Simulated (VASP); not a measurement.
Write the native input for VASP 6.6.1 that does the following.

| Quantity | Value |
| --- | --- |
| Task | relaxation of cell and atoms |
| Functional | AM05 |
| Potentials or basis | VASP PAW PBE potentials, release 64 (Sn_d) |
| Cutoff | 600 eV |
| k mesh | 12 × 12 × 12 |
| Occupations | gaussian, width 0.03 eV |
| Spin | no spin polarisation |
| Further INCAR settings | ALGO = Normal; EDIFF = 1e-07; IBRION = 2; EDIFFG = -0.005; NSW = 90; ISIF = 3 |

The structure of Sn lies in POSCAR:

```
Sn                                      
1.0
   -2.9121787185      2.9121787185      1.5813912786
    2.9121787185     -2.9121787185      1.5813912786
    2.9121787185      2.9121787185     -1.5813912786
  Sn            
     2
Direct
     0.0000000000000000    0.0000000000000000    0.0000000000000000
     0.7500000000000000    0.2500000000000000    0.5000000000000000
```

One way to write it, as run:

INCAR

```
SYSTEM = Sn
PREC     = Accurate       ! precision mode
ENCUT    = 600            ! plane-wave cutoff, eV
EDIFF    = 1E-7           ! SCF threshold, eV
ISMEAR   = 0              ! smearing method
SIGMA    = 0.03           ! smearing width, eV
LREAL    = .False.        ! projectors in reciprocal space
LASPH    = .True.         ! aspherical terms in the spheres
NELM     = 80             ! most SCF steps
ALGO     = Normal         ! electronic algorithm
ISIF     = 3              ! what is computed and relaxed
LWAVE    = .False.        ! write WAVECAR
LCHARG   = .False.        ! write CHGCAR
GGA      = AM             ! functional
IBRION   = 2              ! ionic algorithm
NSW      = 90             ! ionic steps
EDIFFG   = -0.005         ! ionic threshold
```

KPOINTS

```
Automatic mesh
0
Gamma
  12 12 12
  0 0 0
```

Potentials or basis: VASP PAW PBE potentials, release 64 (Sn_d).

Run with:

```bash
$ cat potpaw_PBE.64/Sn_d/POTCAR > POTCAR
$ mpirun -np 1 vasp_std > vasp.out
```

Results of the run:

```json
{
  "Relaxed volume": "26.82 Å³/atom",
  "Relaxed cell": "a = 4.411 Å, b = 4.411 Å, c = 4.411 Å, α = 97.38°, β = 97.38°, γ = 137.99°",
  "Space group after relaxing (to 0.05 Å)": "I4_1/amd (No. 141)",
  "Energy gained by relaxing": "0.0 meV/atom",
  "Ionic steps": "3",
  "Pressure after relaxing": "0.0 GPa",
  "Band gap on the k mesh": "none (metal or under the smearing width)"
}
```

Caveat: the PAW data sets were made with another functional, which shifts forces and pressure a little.

Wall time 3.1 min on 1 thread of Intel(R) Xeon(R) Platinum 8375C CPU @ 2.90GHz (Ice Lake), with other jobs on the host, peak memory 0.32 GiB.
